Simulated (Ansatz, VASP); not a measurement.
## BaHg in VASP and in Ansatz

File INCAR:

```
PREC = Accurate ; ENCUT = 600
EDIFF = 1E-6 ; ISMEAR = -1
SIGMA = 0.1 ; LREAL = False
LASPH = True ; NELM = 80
ALGO = Normal ; ISIF = 3
LWAVE = False ; LCHARG = False
IBRION = 2 ; NSW = 100
EDIFFG = -0.002
```

KPOINTS

```
regular mesh
0
Gamma
  8 8 8
```

POSCAR

```
BaHg
1.0
    4.1787600400      0.0000000000      0.0000000000
    0.0000000000      4.1787600400      0.0000000000
    0.0000000000      0.0000000000      4.1787600400
Ba Hg
1 1
Direct
    0.0000000000      0.0000000000      0.0000000000
    0.5000000000      0.5000000000      0.5000000000
```

Input for Ansatz:

```yaml
crystal:
  lattice:
    - [4.17876004, 0.0, 0.0]
    - [0.0, 4.17876004, 0.0]
    - [0.0, 0.0, 4.17876004]
  atoms:
    - { symbol: Ba, position: [0.0, 0.0, 0.0] }
    - { symbol: Hg, position: [0.5, 0.5, 0.5] }
kpoints:
  mp_grid: { grid: [8, 8, 8] }
scf:
  occupations: { method: fermi_dirac, width: 0.1 }
hamiltonian:
  xc: lda
  pseudopotentials: { kind: paw }
relax:
  f_tol: 0.002
  max_steps: 80
  cell: {}
output:
  forces: true
  stress: true
```

Alike in both runs: task relaxation of cell and atoms; functional LDA; k mesh 8 × 8 × 8; occupations fermi-dirac, width 0.1 eV; no spin polarisation.

|  | VASP | Ansatz |
| --- | --- | --- |
| version | VASP 6.6.1 | Ansatz 0.2.0 |
| potentials or method | VASP PAW LDA potentials, release 64 (Ba_sv, Hg) | PAW with Ansatz's default frozen-core files, scalar-relativistic |
| plane-wave cutoff (eV) | 600 | 420 |
| valence electrons in the cell | 22 | 30 |

|  | VASP | Ansatz | Ansatz less VASP |
| --- | --- | --- | --- |
| relaxed volume (Å³/atom) | 33.12 | 32.56 | -0.563 |
| relaxed cell length with the largest relative difference (Å) | 4.046 | 4.023 | -0.0231 |
| energy change over the relaxation (meV/atom) | -29 | -39 | -10.4 |

The two sets of potentials don't hold the same shells in valence.

Spin-orbit coupling is left out, which matters for the levels of Ba, Hg.
